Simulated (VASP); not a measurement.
# NbTe (P-6m2) in VASP: notebook

Runs on NbTe. Level: PBE. Tasks: single point.

Everything below comes from runs of VASP 6.6.1. Logs are shortened: lines on timing, memory, paths and dates and some standing lists are left out, and cuts for length are marked.

**1. The structure**

Symmetry: P-6m2, No. 187, hexagonal system. Conventional cell: a = 3.703 Å, b = 3.703 Å, c = 3.694 Å, α = 90.00°, β = 90.00°, γ = 120.00°. Te (site symmetry -6m2) has 6 Nb at 2.83 Å as nearest neighbours. Nb (site symmetry -6m2) is surrounded by 6 Te at 2.83 Å.

The cell comes from a database or a generator and needn't be the stable form of this composition.

**2. Single point, PBE**

Input file INCAR:

```
  PREC = Accurate
  ENCUT = 520
  EDIFF = 1E-7
  ISMEAR = 0
  SIGMA = 0.05
  LREAL = False
  LASPH = True
  NELM = 100
  ALGO = Normal
  ISIF = 2
  LWAVE = False
  LCHARG = False
  GGA = PE
  NBANDS = 16
  ADDGRID = False
```

Input file KPOINTS:

```
regular mesh
0
Gamma
  4 4 4
```

Input file POSCAR:

```
NbTe
1.0
    3.7029743866      0.0000000000      0.0000000000
   -1.8514871933      3.2068698884      0.0000000000
    0.0000000000      0.0000000000      3.6942110000
Te Nb
1 1
Direct
    0.6666666667      0.3333333333      0.0000000000
    0.0000000000      0.0000000000      0.5000000000
```

Potentials or basis: VASP PAW PBE potentials, release 64 (Te, Nb_pv).

The run is started by

```bash
$ cat potpaw_PBE.64/Te/POTCAR potpaw_PBE.64/Nb_pv/POTCAR > POTCAR
$ mpirun -np 1 vasp_std > vasp.out
```

OUTCAR:

```text
PREC = Accurate
   ENCUT = 520
   EDIFF = 1E-7
   ISMEAR = 0
   LREAL = False
   LASPH = True
   NELM = 100
   ISIF = 2
   GGA = PE

 Found     12 irreducible k-points:

 Following reciprocal coordinates:
            Coordinates               Weight
  0.000000  0.000000  0.000000      1.000000
  0.250000 -0.000000  0.000000      6.000000
  0.500000 -0.000000  0.000000      3.000000
  0.250000  0.250000  0.000000      6.000000
  0.000000  0.000000  0.250000      2.000000
  0.250000 -0.000000  0.250000     12.000000
   k-points           NKPTS =     12   k-points in BZ     NKDIM =     12   number of bands    NBANDS=     16
   number of dos      NEDOS =    301   number of ions     NIONS =      2
   total plane-waves  NPLWV =  21952
   dimension x,y,z NGX =    28 NGY =   28 NGZ =   28
   dimension x,y,z NGXF=    56 NGYF=   56 NGZF=   56
   ions per type =               1   1
   NGX,Y,Z   is equivalent  to a cutoff of  12.57, 12.57, 12.60 a.u.
   NGXF,Y,Z  is equivalent  to a cutoff of  25.14, 25.14, 25.20 a.u.
 SYSTEM =  unknown system
   PREC   = accura    normal or accurate (medium, high low for compatibility)
   ISTART =      0    job   : 0-new  1-cont  2-samecut
   ICHARG =      2    charge: 1-file 2-atom 10-const
   ISPIN  =      1    spin polarized calculation?
   LNONCOLLINEAR =      F non collinear calculations
   LSORBIT =      F    spin-orbit coupling
   LASPH  =      T    aspherical Exc in radial PAW
   ENCUT  =  520.0 eV  38.22 Ry    6.18 a.u.   6.89  6.89  6.87*2*pi/ulx,y,z
   NELM   =    100;   NELMIN=  2; NELMDL= -5     # of ELM steps
   EDIFF  = 0.1E-06   stopping-criterion for ELM
   LREAL  =      F    real-space projection
   EDIFFG = 0.1E-05   stopping-criterion for IOM
   NSW    =      0    number of steps for IOM
   IBRION =     -1    ionic relax: 0-MD 1-quasi-New 2-CG
   NFREE  =      0    steps in history (QN), initial steepest desc. (CG)
   ISIF   =      2    stress and relaxation
   ISYM   =      2    0-nonsym 1-usesym 2-fastsym
   POTIM  = 0.5000    time-step for ionic-motion
   TEBEG  =    0.0;   TEEND  =   0.0 temperature during run
   PSTRESS=    0.0 pullay stress
   NELECT =      17.0000    total number of electrons
   NUPDOWN=      -1.0000    fix difference up-down
   EMIN   =  10.00;   EMAX   =-10.00  energy-range for DOS
   EFERMI =   0.00;   METHOD = LEGACY
   ISMEAR =     0;   SIGMA  =   0.05  broadening in eV -4-tet -1-fermi 0-gaus
   EFERMI_NEDOS =   21; number of points for ismear=-14 and -15
   IALGO  =     38    algorithm
   IMIX   =      4    mixing-type and parameters
     AMIX     =   0.40;   BMIX     =  1.00
     AMIX_MAG =   1.60;   BMIX_MAG =  1.00
  volume/ion in A,a.u.               =      21.93       148.02
  Fermi-wavevector in a.u.,A,eV,Ry     =   1.193548  2.255479 19.382272  1.424557
  Thomas-Fermi vector in A             =   2.329560
   LORBIT       =      0    0 simple, 1 ext, 2 COOP (PROOUT), +10 PAW based schemes
   GGA     = PE    functional components
   LHFCALC =     F    Hartree Fock is set to
   AEXX    =    0.0000 exact exchange contribution
   IVDW    =     0    specifies the selected vdW correction
   LEPSILON=     F    determine dielectric tensor
   LRPA    =     F    only Hartree local field effects (RPA)
 non-spin polarized calculation
 Gauss-broadening in eV      SIGMA  =   0.05
  energy-cutoff  :      520.00
  volume of cell :       43.87
 maximum number of plane-waves:      1200
 NGX is ok and might be reduce to    28
   NGX = 13   NGY = 13   NGZ = 13

 number of electron      17.0000003 magnetization

 Free energy of the ion-electron system (eV)
  ---------------------------------------------------
  ext. energy  EPLUGINS =         0.00000000
  ---------------------------------------------------
  free energy    TOTEN  =       -13.50326590 eV

  energy without entropy =      -13.49909037  energy(sigma->0) =      -13.50117814

 E-fermi :   8.3801     XC(G=0): -11.2446

 val. band max:        8.3557660949   @ k =   0.2500  -0.0000   0.5000
 cond. band min:       8.4044189719   @ k =   0.2500  -0.0000   0.0000
 fundamental gap:      0.0486528769
 Fermi energy:         8.3800949316

 k-point     1 :       0.0000    0.0000    0.0000
  band No.  band energies     occupation
      1     -23.3735      2.00000
      2     -23.1271      2.00000
      3     -23.1271      2.00000
      4      -5.8198      2.00000
      5       5.3048      2.00000
      6       5.3048      2.00000
[... 8 lines left out ...]
     15      15.4961      0.00000
     16      15.4961      0.00000

 k-point     2 :       0.2500   -0.0000    0.0000
  band No.  band energies     occupation
      1     -23.3624      2.00000
      2     -23.1940      2.00000
      3     -23.1429      2.00000
      4      -5.1163      2.00000
      5       3.1057      2.00000
      6       5.1638      2.00000
[... 8 lines left out ...]
     15      16.8595      0.00000
     16      17.6394      0.00000

 k-point     3 :       0.5000   -0.0000    0.0000
  band No.  band energies     occupation
      1     -23.3513      2.00000
      2     -23.2597      2.00000
      3     -23.1587      2.00000
      4      -4.1446      2.00000
      5       1.2396      2.00000
      6       4.6224      2.00000
[... 8 lines left out ...]
     15      17.2075      0.00000
     16      19.1880      0.00000

 k-point     4 :       0.2500    0.2500    0.0000
  band No.  band energies     occupation
      1     -23.3514      2.00000
      2     -23.2358      2.00000
      3     -23.1829      2.00000
      4      -4.1836      2.00000
      5       1.9147      2.00000
      6       3.8641      2.00000
[... 8 lines left out ...]
     15      16.8001      0.00000
     16      17.3156      0.00000

 k-point     5 :       0.0000    0.0000    0.2500
  band No.  band energies     occupation
      1     -23.4301      2.00000
      2     -23.1222      2.00000
      3     -23.1222      2.00000
      4      -5.2439      2.00000
      5       2.7616      2.00000
      6       5.6132      2.00000
[... 8 lines left out ...]
     15      16.1092      0.00000
     16      16.8454      0.00000

 k-point     6 :       0.2500   -0.0000    0.2500
  band No.  band energies     occupation
      1     -23.4153      2.00000
      2     -23.1861      2.00000
      3     -23.1369      2.00000
      4      -4.6910      2.00000
      5       2.9800      2.00000
      6       3.7119      2.00000
[... 8 lines left out ...]
     15      17.1203      0.00000
     16      17.4573      0.00000

 [... further k-points ...]

------------------------ aborting loop because EDIFF is reached ----------------------------------------

  FORCE on cell =-STRESS in cart. coord.  units (eV):
  Direction    XX          YY          ZZ          XY          YZ          ZX
  --------------------------------------------------------------------------------------
  -------------------------------------------------------------------------------------
  Total        0.2004603      0.2004603     -0.4588689     -0.0000000     -0.0000000      0.0000000
  in kB        7.3212497      7.3212497    -16.7588981     -0.0000000     -0.0000000      0.0000000
  external PRESSURE =      -0.7054662 kB  Pullay stress =       0.0000000 kB

 VOLUME and BASIS-vectors are now :
 -----------------------------------------------------------------------------
  energy-cutoff  :      520.00
  volume of cell :       43.87
      direct lattice vectors                 reciprocal lattice vectors
     3.702974387  0.000000000  0.000000000     0.270053178  0.155915275  0.000000000
    -1.851487193  3.206869888  0.000000000     0.000000000  0.311830550  0.000000000
     0.000000000  0.000000000  3.694211000     0.000000000  0.000000000  0.270693796

 POSITION                                       TOTAL-FORCE (eV/Angst)
 -----------------------------------------------------------------------------------
      1.85149      1.06896      0.00000        -0.000000     -0.000000      0.000000
      0.00000      0.00000      1.84711         0.000000      0.000000      0.000000
 -----------------------------------------------------------------------------------
    total drift:                               -0.000000      0.000000     -0.000000

  FREE ENERGIE OF THE ION-ELECTRON SYSTEM (eV)
  ---------------------------------------------------
  free  energy   TOTEN  =       -13.5032659041 eV

  energy  without entropy=      -13.4990903689  energy(sigma->0) =      -13.50117814
```

OSZICAR:

```text
N       E                     dE             d eps       ncg     rms          rms(c)
DAV:   1     0.114503697241E+03    0.11450E+03   -0.79654E+03   384   0.989E+02
DAV:   2    -0.805506096333E+01   -0.12256E+03   -0.11523E+03   400   0.310E+02
DAV:   3    -0.137243684695E+02   -0.56693E+01   -0.53678E+01   520   0.580E+01
DAV:   4    -0.139160586227E+02   -0.19169E+00   -0.19154E+00   432   0.106E+01
DAV:   5    -0.139271483156E+02   -0.11090E-01   -0.11090E-01   592   0.264E+00    0.152E+01
DAV:   6    -0.135386425470E+02    0.38851E+00   -0.75105E-01   624   0.111E+01    0.618E+00
DAV:   7    -0.135074387796E+02    0.31204E-01   -0.63097E-02   424   0.173E+00    0.283E+00
DAV:   8    -0.135036136457E+02    0.38251E-02   -0.15432E-02   576   0.969E-01    0.254E-01
DAV:   9    -0.135032307609E+02    0.38288E-03   -0.14095E-03   448   0.266E-01    0.157E-01
DAV:  10    -0.135032674722E+02   -0.36711E-04   -0.10934E-04   560   0.900E-02    0.628E-02
DAV:  11    -0.135032683523E+02   -0.88007E-06   -0.15705E-05   448   0.289E-02    0.129E-02
DAV:  12    -0.135032660440E+02    0.23083E-05   -0.10668E-06   592   0.924E-03    0.653E-03
DAV:  13    -0.135032658532E+02    0.19081E-06   -0.91499E-08   336   0.312E-03    0.167E-03
DAV:  14    -0.135032659041E+02   -0.50907E-07   -0.18986E-08   344   0.166E-03
   1 F= -.13503266E+02 E0= -.13501178E+02  d E =-.417554E-02
```

It took 7.8 s on 1 thread of Intel Xeon Platinum 8488C (Sapphire Rapids), shared host; peak memory 0.15 GiB.

The run converged, but some of its settings lie outside the range that counts as converged, so its numbers aren't taken as properties of the crystal.

Results:

```
Free energy            : -13.5033 eV
Pressure               : -0.1 GPa
Band gap on the k mesh : none (metal or under the smearing width)
```

Caveat: the k mesh is coarse (spacing up to 0.49 Å⁻¹), so the values aren't converged.

**3. Single point, PBE**

Edit INCAR of step 2 so:

```diff
@@ -1,3 +1,3 @@
   PREC = Accurate
-  ENCUT = 520
+  ENCUT = 650
   EDIFF = 1E-7
```

KPOINTS is that of step 2.

POSCAR is that of step 2.

Potentials or basis: VASP PAW PBE potentials, release 64 (Te, Nb_pv).

The run is started by

```bash
$ cat potpaw_PBE.64/Te/POTCAR potpaw_PBE.64/Nb_pv/POTCAR > POTCAR
$ mpirun -np 1 vasp_std > vasp.out
```

OUTCAR:

```text
PREC = Accurate
   ENCUT = 650
   EDIFF = 1E-7
   ISMEAR = 0
   LREAL = False
   LASPH = True
   NELM = 100
   ISIF = 2
   GGA = PE

 Found     12 irreducible k-points:

 Following reciprocal coordinates:
            Coordinates               Weight
  0.000000  0.000000  0.000000      1.000000
  0.250000 -0.000000  0.000000      6.000000
  0.500000 -0.000000  0.000000      3.000000
  0.250000  0.250000  0.000000      6.000000
  0.000000  0.000000  0.250000      2.000000
  0.250000 -0.000000  0.250000     12.000000
   k-points           NKPTS =     12   k-points in BZ     NKDIM =     12   number of bands    NBANDS=     16
   number of dos      NEDOS =    301   number of ions     NIONS =      2
   total plane-waves  NPLWV =  32768
   dimension x,y,z NGX =    32 NGY =   32 NGZ =   32
   dimension x,y,z NGXF=    64 NGYF=   64 NGZF=   64
   ions per type =               1   1
   NGX,Y,Z   is equivalent  to a cutoff of  14.37, 14.37, 14.40 a.u.
   NGXF,Y,Z  is equivalent  to a cutoff of  28.73, 28.73, 28.80 a.u.
 SYSTEM =  unknown system
   PREC   = accura    normal or accurate (medium, high low for compatibility)
   ISTART =      0    job   : 0-new  1-cont  2-samecut
   ICHARG =      2    charge: 1-file 2-atom 10-const
   ISPIN  =      1    spin polarized calculation?
   LNONCOLLINEAR =      F non collinear calculations
   LSORBIT =      F    spin-orbit coupling
   LASPH  =      T    aspherical Exc in radial PAW
   ENCUT  =  650.0 eV  47.77 Ry    6.91 a.u.   7.70  7.70  7.68*2*pi/ulx,y,z
   NELM   =    100;   NELMIN=  2; NELMDL= -5     # of ELM steps
   EDIFF  = 0.1E-06   stopping-criterion for ELM
[... 18 lines left out ...]
     AMIX     =   0.40;   BMIX     =  1.00
     AMIX_MAG =   1.60;   BMIX_MAG =  1.00
  volume/ion in A,a.u.               =      21.93       148.02
  Fermi-wavevector in a.u.,A,eV,Ry     =   1.193548  2.255479 19.382272  1.424557
  Thomas-Fermi vector in A             =   2.329560
   LORBIT       =      0    0 simple, 1 ext, 2 COOP (PROOUT), +10 PAW based schemes
   GGA     = PE    functional components
[... 5 lines left out ...]
 non-spin polarized calculation
 Gauss-broadening in eV      SIGMA  =   0.05
  energy-cutoff  :      650.00
  volume of cell :       43.87
 maximum number of plane-waves:      1677
 NGX is ok and might be reduce to    32
   NGX = 15   NGY = 15   NGZ = 15

 number of electron      17.0000001 magnetization

 Free energy of the ion-electron system (eV)
  ---------------------------------------------------
  ext. energy  EPLUGINS =         0.00000000
  ---------------------------------------------------
  free energy    TOTEN  =       -13.50367138 eV

  energy without entropy =      -13.49949692  energy(sigma->0) =      -13.50158415

 E-fermi :   8.3802     XC(G=0): -11.2447

 val. band max:        8.3558375826   @ k =   0.2500  -0.0000   0.5000
 cond. band min:       8.4045171223   @ k =   0.2500  -0.0000   0.0000
 fundamental gap:      0.0486795397
 Fermi energy:         8.3801797544

 k-point     1 :       0.0000    0.0000    0.0000
  band No.  band energies     occupation
      1     -23.3731      2.00000
      2     -23.1267      2.00000
      3     -23.1267      2.00000
      4      -5.8198      2.00000
      5       5.3047      2.00000
      6       5.3047      2.00000
[... 8 lines left out ...]
     15      15.4960      0.00000
     16      15.4960      0.00000

 k-point     2 :       0.2500   -0.0000    0.0000
  band No.  band energies     occupation
      1     -23.3620      2.00000
      2     -23.1936      2.00000
      3     -23.1425      2.00000
      4      -5.1164      2.00000
      5       3.1056      2.00000
      6       5.1637      2.00000
[... 8 lines left out ...]
     15      16.8594      0.00000
     16      17.6392      0.00000

 k-point     3 :       0.5000   -0.0000    0.0000
  band No.  band energies     occupation
      1     -23.3510      2.00000
      2     -23.2593      2.00000
      3     -23.1583      2.00000
      4      -4.1446      2.00000
      5       1.2395      2.00000
      6       4.6224      2.00000
[... 8 lines left out ...]
     15      17.2074      0.00000
     16      19.1879      0.00000

 k-point     4 :       0.2500    0.2500    0.0000
  band No.  band energies     occupation
      1     -23.3510      2.00000
      2     -23.2354      2.00000
      3     -23.1825      2.00000
      4      -4.1837      2.00000
      5       1.9146      2.00000
      6       3.8641      2.00000
[... 8 lines left out ...]
     15      16.8000      0.00000
     16      17.3154      0.00000

 k-point     5 :       0.0000    0.0000    0.2500
  band No.  band energies     occupation
      1     -23.4297      2.00000
      2     -23.1218      2.00000
      3     -23.1218      2.00000
      4      -5.2439      2.00000
      5       2.7616      2.00000
      6       5.6132      2.00000
[... 8 lines left out ...]
     15      16.1091      0.00000
     16      16.8453      0.00000

 k-point     6 :       0.2500   -0.0000    0.2500
  band No.  band energies     occupation
      1     -23.4149      2.00000
      2     -23.1857      2.00000
      3     -23.1365      2.00000
      4      -4.6910      2.00000
      5       2.9799      2.00000
      6       3.7118      2.00000
[... 8 lines left out ...]
     15      17.1202      0.00000
     16      17.4572      0.00000

 [... further k-points ...]

------------------------ aborting loop because EDIFF is reached ----------------------------------------

  FORCE on cell =-STRESS in cart. coord.  units (eV):
  Direction    XX          YY          ZZ          XY          YZ          ZX
  --------------------------------------------------------------------------------------
  -------------------------------------------------------------------------------------
  Total        0.2056584      0.2056584     -0.4539263      0.0000000     -0.0000000      0.0000000
  in kB        7.5110959      7.5110959    -16.5783854      0.0000000     -0.0000000      0.0000000
  external PRESSURE =      -0.5187312 kB  Pullay stress =       0.0000000 kB

 VOLUME and BASIS-vectors are now :
 -----------------------------------------------------------------------------
  energy-cutoff  :      650.00
  volume of cell :       43.87
      direct lattice vectors                 reciprocal lattice vectors
     3.702974387  0.000000000  0.000000000     0.270053178  0.155915275  0.000000000
    -1.851487193  3.206869888  0.000000000     0.000000000  0.311830550  0.000000000
     0.000000000  0.000000000  3.694211000     0.000000000  0.000000000  0.270693796

 POSITION                                       TOTAL-FORCE (eV/Angst)
 -----------------------------------------------------------------------------------
      1.85149      1.06896      0.00000         0.000000     -0.000000      0.000000
      0.00000      0.00000      1.84711        -0.000000      0.000000      0.000000
 -----------------------------------------------------------------------------------
    total drift:                               -0.000000      0.000000      0.000000

  FREE ENERGIE OF THE ION-ELECTRON SYSTEM (eV)
  ---------------------------------------------------
  free  energy   TOTEN  =       -13.5036713757 eV

  energy  without entropy=      -13.4994969224  energy(sigma->0) =      -13.50158415
```

stdout:

```text
POSCAR found type information on POSCAR TeNb
 POSCAR found :  2 types and       2 ions
 scaLAPACK will be used
 LDA part: xc-table for (Slater+PW92), standard interpolation
 POSCAR, INCAR and KPOINTS ok, starting setup
 FFT: planning ... GRIDC
 FFT: planning ... GRID_SOFT
 FFT: planning ... GRID
 WAVECAR not read
 entering main loop
```

Wall time 10 s (1 thread of Intel Xeon Platinum 8488C (Sapphire Rapids), shared host); peak memory 0.17 GiB.

These settings aren't checked as converged: the numbers below hold their error.

What came out:

* Free energy: -13.5037 eV
* Pressure: -0.1 GPa
* Band gap on the k mesh: none (metal or under the smearing width)

Caveat: the k mesh is coarse (spacing up to 0.49 Å⁻¹), so the values aren't converged.

**4. For comparison**

An earlier run on the cell as given: functional PBE; potentials or basis VASP PAW PBE potentials, release 64 (Te, Nb_sv); cutoff 520 eV; k mesh 8 × 8 × 7; occupations fermi-dirac, width 0.05 eV; no spin polarisation.

- Pressure: -0.8 GPa
- Band gap on the k mesh: none (metal or under the smearing width)
